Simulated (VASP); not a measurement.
An input for Quantum ESPRESSO's pw.x (written as the equivalent of a VASP run, and not itself run):

```
&CONTROL
  calculation = 'scf'
  pseudo_dir = './pseudo'
  outdir = './out'
  tprnfor = .true.
  tstress = .true.
/
&SYSTEM
  ibrav = 0
  nat = 4
  ntyp = 2
  ecutwfc = 84
  occupations = 'tetrahedra'
  input_dft = 'pbe'
  vdw_corr = 'grimme-d3'
  dftd3_version = 3
  dftd3_threebody = .false.
/
&ELECTRONS
  conv_thr = 7.3e-09
  electron_maxstep = 100
/
ATOMIC_SPECIES
  Ga 69.723 Ga.upf
  N 14.007 N.upf
CELL_PARAMETERS angstrom
     1.6001008   -2.7714558    0.0000000
     1.6001008    2.7714558   -0.0000000
     0.0000000   -0.0000000    5.2187257
ATOMIC_POSITIONS crystal
  Ga   0.6666670  0.3333330  0.5002487
  Ga   0.3333330  0.6666670  0.0002487
  N    0.6666670  0.3333330  0.8767513
  N    0.3333330  0.6666670  0.3767513
K_POINTS automatic
  9 9 5 0 0 0
```

Q: Write the VASP files for the same calculation (PBE-D3 (zero damping)).

A: One answer among several that fit: 
File KPOINTS:
```
Automatic mesh
0
Gamma
9 9 5
0 0 0
```

**INCAR**
```
# general
SYSTEM   =  GaN
PREC     =  Accurate
ENCUT    =  520   # plane-wave cut-off (eV)
LREAL    =  .FALSE.
LASPH    =  .TRUE.

# electronic loop
EDIFF    =  1E-7   # SCF stop (eV)
NELM     =  100   # most electronic steps
ALGO     =  Normal   # blocked Davidson
LMAXMIX  =  4   # l cut-off of mixed one-centre charges

# smearing
ISMEAR   =  -5   # tetrahedra, Bloechl

# functional
GGA      =  PE
IVDW     =  11   # D3, zero damping

# ions
ISIF     =  2   # forces and stress, cell fixed

# output
LWAVE    =  .FALSE.
LCHARG   =  .TRUE.
LORBIT   =  11   # lm-projected
NEDOS    =  601

# other
LEFG     =  .TRUE.
```

**POSCAR**
```
GaN
1
    1.6001007760    -2.7714558029     0.0000000000
    1.6001007760     2.7714558029    -0.0000000000
    0.0000000000    -0.0000000000     5.2187257186
Ga N
2 2
Direct
  0.6666670000   0.3333330000   0.5002487132
  0.3333330000   0.6666670000   0.0002487132
  0.6666670000   0.3333330000   0.8767512868
  0.3333330000   0.6666670000   0.3767512868
```

POTCAR, in this order: Ga_d N (PBE.64 set). Program: vasp_std.

What does not carry over: the potentials are each code's own (VASP's PAW set, PseudoDojo norm-conserving files in pw.x), so ENCUT and ecutwfc are chosen apart and not converted; conv_thr bounds pw.x's estimated SCF error, while EDIFF bounds the energy change between steps; the field gradients of LEFG aren't asked of the other code.

The compound is GaN in the wurtzite structure. It was relaxed first.
